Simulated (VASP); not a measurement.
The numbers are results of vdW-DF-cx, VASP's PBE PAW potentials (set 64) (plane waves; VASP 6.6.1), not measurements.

VASP ran on this input.

### INCAR
```
AGGAC=0.0
GGA=CX
LUSE_VDW=T
NELM=100
LORBIT=11
ISIF=2
LMAXMIX=4   # l cut-off of mixed one-centre charges
ALGO=Normal   # blocked Davidson
ENCUT=520
LWAVE=F
PREC=Accurate
LEFG=T
LASPH=T
EDIFF=1E-7   # SCF stop (eV)
LCHARG=T
ISMEAR=-5
NEDOS=601   # DOS grid
LREAL=F   # projection in real space or not
SYSTEM=SnSe2
```

**POSCAR**
```
SnSe2
3.8369620
  0.4999999297  -0.8660253383   0.0000000000
  0.4999999297   0.8660253383   0.0000000000
  0.0000000000   0.0000000000   1.5987144846
Sn Se
1 2
Cartesian
  0.0000000000   0.0000000000   0.0000000000
  0.4999999297   0.2886756901   0.4153665458
  0.4999999297  -0.2886756901   1.1833479388
```

KPOINTS:
```
Automatic mesh
0
Gamma
 8 8 4
0 0 0
```

POTCAR, in this order: Sn_d Se (PBE.64 set). Program: vasp_std.

Output

File OUTCAR:
```
 ion  position               nearest neighbor table
   1  0.000  0.000  0.000-   2 2.73   3 2.73   3 2.73   2 2.73   3 2.73   2 2.73
   2  0.333  0.667  0.260-   1 2.73   1 2.73   1 2.73
   3  0.667  0.333  0.740-   1 2.73   1 2.73   1 2.73
  LATTYP: Found a hexagonal cell.
 ALAT       =     3.8369616476
 C/A-ratio  =     1.5987146314
 Subroutine PRICEL returns:
 Original cell was already a primitive cell.
 Subroutine GETGRP returns: Found 12 space group operations
The static configuration has the point symmetry D_3d.
The dynamic configuration has the point symmetry D_3d.
 Subroutine INISYM returns: Found 12 space group operations
 Subroutine IBZKPT returns following result:
 Found     35 irreducible k-points:

 Following reciprocal coordinates:
            Coordinates               Weight
  0.000000  0.000000  0.000000      1.000000
  0.125000 -0.000000  0.000000      6.000000
  0.250000 -0.000000  0.000000      6.000000
  0.375000 -0.000000  0.000000      6.000000
  0.500000 -0.000000  0.000000      3.000000
  0.125000  0.125000  0.000000      6.000000
  0.250000  0.125000  0.000000     12.000000
  0.375000  0.125000  0.000000     12.000000
  0.250000  0.250000  0.000000      6.000000
  0.375000  0.250000  0.000000      6.000000
  0.000000  0.000000  0.250000      2.000000
  0.125000 -0.000000  0.250000      6.000000
 -0.000000  0.125000  0.250000      6.000000
  0.250000 -0.000000  0.250000      6.000000
 -0.000000  0.250000  0.250000      6.000000
  0.375000 -0.000000  0.250000      6.000000
 -0.000000  0.375000  0.250000      6.000000
  0.500000 -0.000000  0.250000      6.000000
  0.125000  0.125000  0.250000     12.000000
  0.250000  0.125000  0.250000     12.000000
 -0.125000  0.375000  0.250000     12.000000
  0.375000  0.125000  0.250000     12.000000
 -0.125000  0.500000  0.250000     12.000000
  0.250000  0.250000  0.250000     12.000000
  0.375000  0.250000  0.250000     12.000000
  0.000000  0.000000  0.500000      1.000000
  0.125000 -0.000000  0.500000      6.000000
  0.250000 -0.000000  0.500000      6.000000
  0.375000 -0.000000  0.500000      6.000000
  0.500000 -0.000000  0.500000      3.000000
  0.125000  0.125000  0.500000      6.000000
  0.250000  0.125000  0.500000     12.000000
  0.375000  0.125000  0.500000     12.000000
  0.250000  0.250000  0.500000      6.000000
  0.375000  0.250000  0.500000      6.000000
   k-points           NKPTS =     35   k-points in BZ     NKDIM =     35   number of bands    NBANDS=     17
   number of dos      NEDOS =    601   number of ions     NIONS =      3
   total plane-waves  NPLWV =  43200
   dimension x,y,z NGX =    30 NGY =   30 NGZ =   48
   dimension x,y,z NGXF=    60 NGYF=   60 NGZF=   96
   ions per type =               1   2
   PREC   = accura    normal or accurate (medium, high low for compatibility)
   ISTART =      0    job   : 0-new  1-cont  2-samecut
   ICHARG =      2    charge: 1-file 2-atom 10-const
   ISPIN  =      1    spin polarized calculation?
   LNONCOLLINEAR =      F non collinear calculations
   LSORBIT =      F    spin-orbit coupling
   INIWAV =      1    electr: 0-lowe 1-rand  2-diag
   ENCUT  =  520.0 eV  38.22 Ry    6.18 a.u.   7.13  7.13 11.41*2*pi/ulx,y,z
   NELM   =    100;   NELMIN=  2; NELMDL= -5     # of ELM steps
   EDIFF  = 0.1E-06   stopping-criterion for ELM
   LREAL  =      F    real-space projection
   NLSPLINE    = F    spline interpolate recip. space projectors
   LMAXMIX     =    4 max onsite mixed and CHGCAR
   VOSKOWN=      0    Vosko Wilk Nusair interpolation
   EDIFFG = 0.1E-05   stopping-criterion for IOM
   NSW    =      0    number of steps for IOM
...
```

File OSZICAR:
```
       N       E                     dE             d eps       ncg     rms          rms(c)
DAV:   1     0.197363897938E+03    0.19736E+03   -0.12464E+04  1208   0.173E+03
DAV:   2     0.141831961748E+02   -0.18318E+03   -0.18036E+03  1295   0.393E+02
DAV:   3    -0.543030398668E+01   -0.19614E+02   -0.19220E+02  1547   0.120E+02
DAV:   4    -0.603108222072E+01   -0.60078E+00   -0.59944E+00  1430   0.216E+01
DAV:   5    -0.604447114280E+01   -0.13389E-01   -0.13388E-01  1756   0.334E+00    0.474E+00
DAV:   6    -0.581622752380E+01    0.22824E+00   -0.59272E-01  1779   0.851E+00    0.305E+00
DAV:   7    -0.580185453873E+01    0.14373E-01   -0.14123E-01  1405   0.272E+00    0.951E-01
DAV:   8    -0.580186525447E+01   -0.10716E-04   -0.10863E-02  1514   0.103E+00    0.256E-01
DAV:   9    -0.580228303212E+01   -0.41778E-03   -0.13762E-03  1370   0.306E-01    0.788E-02
DAV:  10    -0.580229513880E+01   -0.12107E-04   -0.11660E-04  1709   0.786E-02    0.308E-02
DAV:  11    -0.580232279597E+01   -0.27657E-04   -0.45062E-05  1303   0.428E-02    0.762E-03
DAV:  12    -0.580232288502E+01   -0.89054E-07   -0.20336E-06  1613   0.126E-02    0.568E-03
DAV:  13    -0.580232350006E+01   -0.61504E-06   -0.19107E-06  1264   0.796E-03    0.174E-03
DAV:  14    -0.580232357776E+01   -0.77699E-07   -0.65359E-08  1171   0.177E-03
   1 F= -.58023236E+01 E0= -.58023236E+01  d E =0.000000E+00
```

OUTCAR:
```
------------------------ aborting loop because EDIFF is reached ----------------------------------------
  FORCE on cell =-STRESS in cart. coord.  units (eV):
  Direction    XX          YY          ZZ          XY          YZ          ZX
  --------------------------------------------------------------------------------------
  Total       -0.0593880     -0.0593880     -0.0243151      0.0000000      0.0000000      0.0000000
  in kB       -1.2165936     -1.2165938     -0.4981065      0.0000000      0.0000000      0.0000000
  external PRESSURE =      -0.9770980 kB  Pullay stress =       0.0000000 kB
  volume of cell :       78.21
      direct lattice vectors                 reciprocal lattice vectors
     1.918480730 -3.322906314  0.000000000     0.260622894 -0.150470688  0.000000000
     1.918480730  3.322906314  0.000000000     0.260622894  0.150470688  0.000000000
     0.000000000  0.000000000  6.134206726     0.000000000  0.000000000  0.163020264
 POSITION                                       TOTAL-FORCE (eV/Angst)
 -----------------------------------------------------------------------------------
      0.00000      0.00000      0.00000         0.000000      0.000000      0.000000
      1.91848      1.10764      1.59375        -0.000000     -0.000000      0.055066
      1.91848     -1.10764      4.54046         0.000000      0.000000     -0.055066
 -----------------------------------------------------------------------------------
    total drift:                                0.000000     -0.000000      0.000000
  FREE ENERGIE OF THE ION-ELECTRON SYSTEM (eV)
  ---------------------------------------------------
  free  energy   TOTEN  =        -5.8023235778 eV

  energy  without entropy=       -5.8023235778  energy(sigma->0) =       -5.80232358

 total charge

# of ion       s       p       d       tot
------------------------------------------
    1        1.068   1.011  10.092  12.172
    2        1.488   2.289   0.027   3.804
    3        1.488   2.289   0.027   3.804
--------------------------------------------------
tot          4.044   5.589  10.146  19.779

 Electric field gradients after diagonalization (V/A^2)
 (convention: |V_zz| > |V_xx| > |V_yy|)
----------------------------------------------------------------------
 ion       V_xx      V_yy      V_zz     asymmetry (V_yy - V_xx)/ V_zz
----------------------------------------------------------------------
   1      -1.856    -1.855     3.711       0.000
   2      28.587    28.586   -57.173       0.000
   3      28.587    28.586   -57.173       0.000
```
(Selected blocks of OUTCAR.)

The compound is SnSe2 in the 1T layered structure. It was relaxed first.
